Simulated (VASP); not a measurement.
OSZICAR of a VASP run on Ga31As32C:

### OSZICAR
```
...
DAV:   1    -0.252845357316E+03   -0.23089E+00   -0.72883E+00   348   0.473E+00    0.840E-01
RMM:   2    -0.252887354185E+03   -0.41997E-01   -0.50197E-01   326   0.115E+00    0.260E-01
RMM:   3    -0.252895838567E+03   -0.84844E-02   -0.85565E-02   354   0.466E-01    0.206E-01
RMM:   4    -0.252895914793E+03   -0.76226E-04   -0.97550E-03   330   0.176E-01    0.915E-02
RMM:   5    -0.252896025247E+03   -0.11045E-03   -0.27780E-03   341   0.861E-02    0.328E-02
RMM:   6    -0.252896064563E+03   -0.39316E-04   -0.52130E-04   349   0.374E-02    0.169E-02
RMM:   7    -0.252896068861E+03   -0.42976E-05   -0.18646E-04   314   0.202E-02    0.818E-03
RMM:   8    -0.252896070474E+03   -0.16132E-05   -0.37299E-05   232   0.992E-03
   2 F= -.25289607E+03 E0= -.25289607E+03  d E =-.281603E+00
       N       E                     dE             d eps       ncg     rms          rms(c)
DAV:   1    -0.252909197096E+03   -0.13128E-01   -0.33190E+01   332   0.100E+01    0.222E+00
RMM:   2    -0.253107678697E+03   -0.19848E+00   -0.23527E+00   326   0.254E+00    0.602E-01
RMM:   3    -0.253144235242E+03   -0.36557E-01   -0.37719E-01   354   0.103E+00    0.578E-01
RMM:   4    -0.253144510972E+03   -0.27573E-03   -0.46280E-02   336   0.378E-01    0.324E-01
RMM:   5    -0.253144319194E+03    0.19178E-03   -0.10303E-02   328   0.179E-01    0.677E-02
RMM:   6    -0.253144445905E+03   -0.12671E-03   -0.25357E-03   349   0.866E-02    0.389E-02
RMM:   7    -0.253144476433E+03   -0.30527E-04   -0.79636E-04   335   0.423E-02    0.190E-02
RMM:   8    -0.253144486774E+03   -0.10342E-04   -0.13542E-04   297   0.197E-02    0.119E-02
RMM:   9    -0.253144493446E+03   -0.66720E-05   -0.52479E-05   239   0.108E-02
   3 F= -.25314449E+03 E0= -.25314448E+03  d E =-.530026E+00
       N       E                     dE             d eps       ncg     rms          rms(c)
DAV:   1    -0.253292243154E+03   -0.14776E+00   -0.10231E+01   332   0.557E+00    0.104E+00
RMM:   2    -0.253354073389E+03   -0.61830E-01   -0.74093E-01   326   0.142E+00    0.387E-01
RMM:   3    -0.253365811579E+03   -0.11738E-01   -0.12966E-01   352   0.584E-01    0.268E-01
RMM:   4    -0.253365840715E+03   -0.29136E-04   -0.15355E-02   338   0.215E-01    0.135E-01
RMM:   5    -0.253365713194E+03    0.12752E-03   -0.31521E-03   328   0.103E-01    0.380E-02
RMM:   6    -0.253365760935E+03   -0.47741E-04   -0.87341E-04   355   0.498E-02    0.217E-02
RMM:   7    -0.253365773110E+03   -0.12176E-04   -0.14120E-04   312   0.183E-02    0.122E-02
RMM:   8    -0.253365776720E+03   -0.36095E-05   -0.26739E-05   217   0.913E-03
   4 F= -.25336578E+03 E0= -.25336556E+03  d E =-.221283E+00
       N       E                     dE             d eps       ncg     rms          rms(c)
DAV:   1    -0.253357239816E+03    0.85333E-02   -0.13787E+01   326   0.648E+00    0.132E+00
RMM:   2    -0.253449335454E+03   -0.92096E-01   -0.10822E+00   327   0.168E+00    0.491E-01
RMM:   3    -0.253466614744E+03   -0.17279E-01   -0.19490E-01   354   0.687E-01    0.333E-01
RMM:   4    -0.253466474178E+03    0.14057E-03   -0.22403E-02   343   0.255E-01    0.167E-01
RMM:   5    -0.253466214416E+03    0.25976E-03   -0.43238E-03   331   0.119E-01    0.465E-02
RMM:   6    -0.253466272842E+03   -0.58427E-04   -0.12607E-03   355   0.586E-02    0.229E-02
RMM:   7    -0.253466293794E+03   -0.20952E-04   -0.18985E-04   333   0.216E-02    0.162E-02
RMM:   8    -0.253466297984E+03   -0.41901E-05   -0.31155E-05   224   0.993E-03
   5 F= -.25346630E+03 E0= -.25346389E+03  d E =-.321805E+00
       N       E                     dE             d eps       ncg     rms          rms(c)
DAV:   1    -0.253510949781E+03   -0.44656E-01   -0.16334E+00   329   0.250E+00    0.442E-01
RMM:   2    -0.253519329207E+03   -0.83794E-02   -0.10134E-01   326   0.592E-01    0.138E-01
RMM:   3    -0.253520929535E+03   -0.16003E-02   -0.16370E-02   349   0.238E-01    0.886E-02
RMM:   4    -0.253520975099E+03   -0.45564E-04   -0.20958E-03   335   0.898E-02    0.397E-02
RMM:   5    -0.253521016005E+03   -0.40906E-04   -0.50313E-04   342   0.425E-02    0.156E-02
RMM:   6    -0.253521021809E+03   -0.58038E-05   -0.12677E-04   317   0.197E-02    0.801E-03
RMM:   7    -0.253521024301E+03   -0.24921E-05   -0.22714E-05   216   0.922E-03
   6 F= -.25352102E+03 E0= -.25351981E+03  d E =-.547263E-01
       N       E                     dE             d eps       ncg     rms          rms(c)
DAV:   1    -0.253527574693E+03   -0.65529E-02   -0.98362E-01   326   0.194E+00    0.344E-01
RMM:   2    -0.253532669600E+03   -0.50949E-02   -0.61487E-02   326   0.461E-01    0.108E-01
RMM:   3    -0.253533638421E+03   -0.96882E-03   -0.99176E-03   346   0.186E-01    0.679E-02
RMM:   4    -0.253533673352E+03   -0.34931E-04   -0.13052E-03   335   0.703E-02    0.300E-02
RMM:   5    -0.253533698146E+03   -0.24795E-04   -0.29429E-04   339   0.327E-02    0.120E-02
RMM:   6    -0.253533701934E+03   -0.37873E-05   -0.76549E-05   277   0.153E-02
   7 F= -.25353370E+03 E0= -.25353302E+03  d E =-.674039E-01
       N       E                     dE             d eps       ncg     rms          rms(c)
DAV:   1    -0.253545637624E+03   -0.11939E-01   -0.84651E-01   326   0.182E+00    0.289E-01
RMM:   2    -0.253549508164E+03   -0.38705E-02   -0.45578E-02   326   0.401E-01    0.880E-02
RMM:   3    -0.253550248534E+03   -0.74037E-03   -0.74756E-03   343   0.164E-01    0.587E-02
RMM:   4    -0.253550284701E+03   -0.36167E-04   -0.10098E-03   333   0.627E-02    0.276E-02
RMM:   5    -0.253550303308E+03   -0.18607E-04   -0.25077E-04   339   0.301E-02    0.105E-02
RMM:   6    -0.253550306850E+03   -0.35422E-05   -0.57242E-05   253   0.136E-02
   8 F= -.25355031E+03 E0= -.25354989E+03  d E =-.166049E-01
       N       E                     dE             d eps       ncg     rms          rms(c)
DAV:   1    -0.253551575025E+03   -0.12717E-02   -0.52183E-01   326   0.143E+00    0.228E-01
RMM:   2    -0.253553969291E+03   -0.23943E-02   -0.28204E-02   326   0.316E-01    0.693E-02
RMM:   3    -0.253554430891E+03   -0.46160E-03   -0.46524E-03   343   0.129E-01    0.459E-02
RMM:   4    -0.253554454467E+03   -0.23576E-04   -0.62849E-04   333   0.494E-02    0.217E-02
RMM:   5    -0.253554466167E+03   -0.11699E-04   -0.15657E-04   335   0.238E-02    0.827E-03
RMM:   6    -0.253554468372E+03   -0.22052E-05   -0.35686E-05   233   0.108E-02
   9 F= -.25355447E+03 E0= -.25355419E+03  d E =-.207664E-01
       N       E                     dE             d eps       ncg     rms          rms(c)
DAV:   1    -0.253560267361E+03   -0.58012E-02   -0.39075E-01   326   0.118E+00    0.208E-01
RMM:   2    -0.253562273663E+03   -0.20063E-02   -0.24429E-02   326   0.290E-01    0.754E-02
RMM:   3    -0.253562646042E+03   -0.37238E-03   -0.41893E-03   348   0.118E-01    0.462E-02
RMM:   4    -0.253562643720E+03    0.23223E-05   -0.48343E-04   330   0.437E-02    0.197E-02
RMM:   5    -0.253562649859E+03   -0.61389E-05   -0.12497E-04   330   0.213E-02    0.728E-03
RMM:   6    -0.253562651824E+03   -0.19653E-05   -0.28972E-05   221   0.969E-03
  10 F= -.25356265E+03 E0= -.25356231E+03  d E =-.818345E-02
       N       E                     dE             d eps       ncg     rms          rms(c)
DAV:   1    -0.253559776511E+03    0.28733E-02   -0.65372E-01   326   0.153E+00    0.269E-01
RMM:   2    -0.253563158852E+03   -0.33823E-02   -0.41070E-02   326   0.376E-01    0.978E-02
RMM:   3    -0.253563784743E+03   -0.62589E-03   -0.70476E-03   348   0.153E-01    0.601E-02
RMM:   4    -0.253563781548E+03    0.31948E-05   -0.81849E-04   330   0.568E-02    0.256E-02
RMM:   5    -0.253563792516E+03   -0.10969E-04   -0.21153E-04   332   0.277E-02    0.954E-03
RMM:   6    -0.253563796204E+03   -0.36875E-05   -0.51762E-05   246   0.126E-02
  11 F= -.25356380E+03 E0= -.25356337E+03  d E =-.932783E-02
       N       E                     dE             d eps       ncg     rms          rms(c)
DAV:   1    -0.253564048281E+03   -0.25576E-03   -0.12270E-01   326   0.663E-01    0.116E-01
RMM:   2    -0.253564668443E+03   -0.62016E-03   -0.75683E-03   326   0.161E-01    0.422E-02
RMM:   3    -0.253564782881E+03   -0.11444E-03   -0.12868E-03   348   0.655E-02    0.261E-02
RMM:   4    -0.253564783430E+03   -0.54851E-06   -0.14628E-04   327   0.242E-02    0.112E-02
RMM:   5    -0.253564786351E+03   -0.29212E-05   -0.39229E-05   235   0.120E-02
  12 F= -.25356479E+03 E0= -.25356440E+03  d E =-.103180E-01
       N       E                     dE             d eps       ncg     rms          rms(c)
DAV:   1    -0.253565385382E+03   -0.60195E-03   -0.40540E-01   326   0.124E+00    0.187E-01
RMM:   2    -0.253567384355E+03   -0.19990E-02   -0.23363E-02   326   0.281E-01    0.656E-02
RMM:   3    -0.253567740039E+03   -0.35568E-03   -0.38516E-03   343   0.115E-01    0.442E-02
RMM:   4    -0.253567746563E+03   -0.65242E-05   -0.48876E-04   333   0.430E-02    0.191E-02
RMM:   5    -0.253567752243E+03   -0.56800E-05   -0.10886E-04   310   0.196E-02    0.778E-03
RMM:   6    -0.253567753794E+03   -0.15506E-05   -0.21536E-05   208   0.884E-03
  13 F= -.25356775E+03 E0= -.25356724E+03  d E =-.296744E-02
       N       E                     dE             d eps       ncg     rms          rms(c)
DAV:   1    -0.253567762915E+03   -0.10672E-04   -0.35071E-03   380   0.116E-01    0.170E-02
RMM:   2    -0.253567779362E+03   -0.16446E-04   -0.19011E-04   323   0.253E-02    0.610E-03
RMM:   3    -0.253567782202E+03   -0.28406E-05   -0.28684E-05   216   0.102E-02    0.400E-03
RMM:   4    -0.253567782510E+03   -0.30791E-06   -0.35899E-06   150   0.376E-03
  14 F= -.25356778E+03 E0= -.25356728E+03  d E =-.299616E-02
```

Task: Which electronic solver shows in the log?

Result: It is blocked Davidson (ALGO = Normal, or the opening steps of other solvers) and then RMM-DIIS (ALGO = Fast or VeryFast). The INCAR had ALGO = Fast.

Task: Can the final energy be trusted as converged?

Result: The run converged. It stopped with EDIFF = 1E-5, NELM = 100, NSW = 60 and EDIFFG = -0.03 after 14 ionic steps (PBE GGA, plane waves, VASP's PBE PAW potentials (set 64)).  The cell is charged, with a uniform compensating background. The supercell is sampled at Γ alone, which is coarse: total energies, pressure and levels can be off, energies of defects by several tenths of an eV.

The cell is a supercell with a defect, built from GaAs (zinc blende): C_Ga, charge -3. The run is not spin-polarised, so no state with unpaired spins was tried.
